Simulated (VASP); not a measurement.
Method: PBEsol GGA, VASP's PBE PAW potentials (set 64) (plane waves; VASP).

VASP input:

**KPOINTS**
```
k-points along high-symmetry lines
8
Line-mode
Reciprocal
  0.000000   0.000000   0.000000 ! GAMMA
 -0.500000  -0.500000   0.000000 ! Y

 -0.500000  -0.500000   0.000000 ! Y
 -0.625000  -0.375000   0.000000 ! C_0

 -0.375000   0.375000   0.000000 ! SIGMA_0
  0.000000   0.000000   0.000000 ! GAMMA

  0.000000   0.000000   0.000000 ! GAMMA
  0.500000   0.500000   0.500000 ! Z

  0.500000   0.500000   0.500000 ! Z
  0.125000   0.875000   0.500000 ! A_0

 -0.125000   0.125000   0.500000 ! E_0
  0.000000   0.000000   0.500000 ! T

  0.000000   0.000000   0.500000 ! T
 -0.500000  -0.500000   0.000000 ! Y

  0.000000   0.000000   0.000000 ! GAMMA
 -0.500000   0.000000   0.000000 ! S

 -0.500000   0.000000   0.000000 ! S
  0.000000   0.500000   0.500000 ! R

  0.000000   0.500000   0.500000 ! R
  0.500000   0.500000   0.500000 ! Z

  0.500000   0.500000   0.500000 ! Z
  0.000000   0.000000   0.500000 ! T
```

POSCAR:
```
Cd3HgS4
5.8398610
  0.0001755023   0.9999999309   0.9992780211
  0.9999999309   0.0001755023   0.9992780211
  0.5000877166   0.5000877166   0.0000000000
Hg S Cd
1 4 3
Cartesian
  1.0001754331   1.0001754331   1.9982036256
  0.2500438583   0.2500438583   0.2526753937
  0.7485389308   0.2516365024   0.7478630691
  0.2516365024   0.7485389308   0.7478630691
  0.7501315749   0.7501315749   1.2490626250
  1.0008753356   1.4995632472   1.4989576274
  1.4995632472   1.0008753356   1.4989576274
  1.0001754332   1.0001754332   0.9999191525
```

### INCAR
```
ALGO  =  Normal
EDIFF  =  1E-7   # SCF stop (eV)
ENCUT  =  400
LWAVE  =  .False.
LREAL  =  .False.   # projection in real space or not
LORBIT  =  11
LCHARG  =  .False.
GGA  =  PS   # PBEsol
LASPH  =  .True.
PREC  =  Accurate
ISMEAR  =  0   # Gaussian
SYSTEM  =  Cd3HgS4
ICHARG  =  11
LMAXMIX  =  6
SIGMA  =  0.05   # width (eV)
NELM  =  100   # most electronic steps
```

POTCAR, in this order: Hg S Cd (PBE.64 set). Program: vasp_std. Read from the step before: CHGCAR.

The run wrote:

### OUTCAR
```
 ion  position               nearest neighbor table
   1  1.000  1.000  0.000-   2 2.54   2 2.54   4 2.54   3 2.54
   2  0.126  0.126  0.247-   6 2.52   7 2.52   1 2.54   1 2.54
   3  0.126  0.623  0.252-   6 2.52   6 2.52   8 2.53   1 2.54
   4  0.623  0.126  0.252-   7 2.52   7 2.52   8 2.53   1 2.54
   5  0.625  0.625  0.250-   6 2.52   7 2.52   8 2.53   8 2.53
   6  0.999  0.501  1.000-   2 2.52   3 2.52   3 2.52   5 2.52
   7  0.501  0.999  1.000-   2 2.52   4 2.52   4 2.52   5 2.52
   8  0.500  0.500  0.999-   3 2.53   4 2.53   5 2.53   5 2.53
  LATTYP: Found a base centered orthorhombic cell.
 ALAT       =     8.2573606173
 B/A-ratio  =     1.4134406898
 C/A-ratio  =     0.5001755331
 Subroutine PRICEL returns:
 Original cell was already a primitive cell.
 Subroutine GETGRP returns: Found  4 space group operations
The static configuration has the point symmetry C_2v.
The dynamic configuration has the point symmetry C_2v.
 Subroutine INISYM returns: Found  4 space group operations
   k-points           NKPTS =     88   k-points in BZ     NKDIM =     88   number of bands    NBANDS=     43
   number of dos      NEDOS =    301   number of ions     NIONS =      8
   total plane-waves  NPLWV =  81648
   dimension x,y,z NGX =    54 NGY =   54 NGZ =   28
   dimension x,y,z NGXF=   108 NGYF=  108 NGZF=   56
   ions per type =               1   4   3
   PREC   = accura    normal or accurate (medium, high low for compatibility)
   ISTART =      0    job   : 0-new  1-cont  2-samecut
   ICHARG =     11    charge: 1-file 2-atom 10-const
   ISPIN  =      1    spin polarized calculation?
   LNONCOLLINEAR =      F non collinear calculations
   LSORBIT =      F    spin-orbit coupling
   INIWAV =      1    electr: 0-lowe 1-rand  2-diag
   ENCUT  =  400.0 eV  29.40 Ry    5.42 a.u.  13.46 13.46  6.74*2*pi/ulx,y,z
   NELM   =    100;   NELMIN=  2; NELMDL= -5     # of ELM steps
   EDIFF  = 0.1E-06   stopping-criterion for ELM
   LREAL  =      F    real-space projection
   NLSPLINE    = F    spline interpolate recip. space projectors
   LMAXMIX     =    6 max onsite mixed and CHGCAR
   VOSKOWN=      0    Vosko Wilk Nusair interpolation
   EDIFFG = 0.1E-05   stopping-criterion for IOM
...
```

**OSZICAR**
```
       N       E                     dE             d eps       ncg     rms          rms(c)
DAV:   1     0.451485029248E+03    0.45149E+03   -0.30848E+04  7592   0.125E+03
DAV:   2     0.228114437397E+01   -0.44920E+03   -0.44075E+03  8486   0.344E+02
DAV:   3    -0.245741165324E+02   -0.26855E+02   -0.26668E+02  8794   0.821E+01
DAV:   4    -0.249431136081E+02   -0.36900E+00   -0.36845E+00  8681   0.914E+00
DAV:   5    -0.249499842207E+02   -0.68706E-02   -0.68691E-02  8826   0.119E+00
DAV:   6    -0.249501680268E+02   -0.18381E-03   -0.18379E-03  8707   0.191E-01
DAV:   7    -0.249501743207E+02   -0.62939E-05   -0.62935E-05  8828   0.321E-02
DAV:   8    -0.249501745730E+02   -0.25232E-06   -0.25243E-06  7866   0.597E-03
DAV:   9    -0.249501745846E+02   -0.11590E-07   -0.11568E-07  6180   0.124E-03
   1 F= -.24950175E+02 E0= -.24950175E+02  d E =-.155418E-13
```

File OUTCAR:
```
 val. band max:        1.4500007819   @ k =   0.0000   0.0000   0.0000

 cond. band min:       1.9754732448   @ k =   0.0000   0.0000   0.0000



 k-point     1 :       0.0000    0.0000    0.0000
  band No.  band energies     occupation
      1     -11.2076      2.00000
      2     -10.7389      2.00000
      3     -10.7145      2.00000
      4     -10.5751      2.00000
      5      -6.4178      2.00000
      6      -6.4022      2.00000
      7      -6.3977      2.00000
      8      -6.3068      2.00000
      9      -6.2623      2.00000
     10      -6.2011      2.00000
     11      -6.1926      2.00000
     12      -6.0566      2.00000
     13      -5.9592      2.00000
     14      -5.9563      2.00000
     15      -5.9478      2.00000
     16      -5.9139      2.00000
     17      -5.8896      2.00000
     18      -5.8471      2.00000
     19      -5.5583      2.00000
     20      -4.9192      2.00000
     21      -4.6357      2.00000
     22      -4.5046      2.00000
     23      -4.4157      2.00000
     24      -4.3578      2.00000
     25      -3.5509      2.00000
     26      -3.2118      2.00000
     27      -2.7572      2.00000
     28      -0.6272      2.00000
     29      -0.6213      2.00000
     30       0.5161      2.00000
     31       0.5478      2.00000
     32       0.6147      2.00000
     33       0.6387      2.00000
     34       1.4297      2.00000
     35       1.4302      2.00000
     36       1.4500      2.00000
     37       1.9755      0.00000
     38       3.7265      0.00000
     39       4.1920      0.00000
     40       4.7841      0.00000
     41       5.4434      0.00000
     42       7.7277      0.00000
     43       7.7308      0.00000

 k-point     2 :      -0.0714   -0.0714    0.0000
  band No.  band energies     occupation
      1     -11.2000      2.00000
      2     -10.7396      2.00000
      3     -10.7147      2.00000
      4     -10.5822      2.00000
      5      -6.4147      2.00000
      6      -6.3999      2.00000
...
```

The density is held fixed in this step, so its total energy and stress have no physical meaning. Unless said otherwise, spin-orbit coupling is left out, though it shifts the bands of the heavy elements here.

The structure was generated: Cd3HgS4 was put into an ordered model structure (Amm2), which need not be its known phase. It was relaxed first.
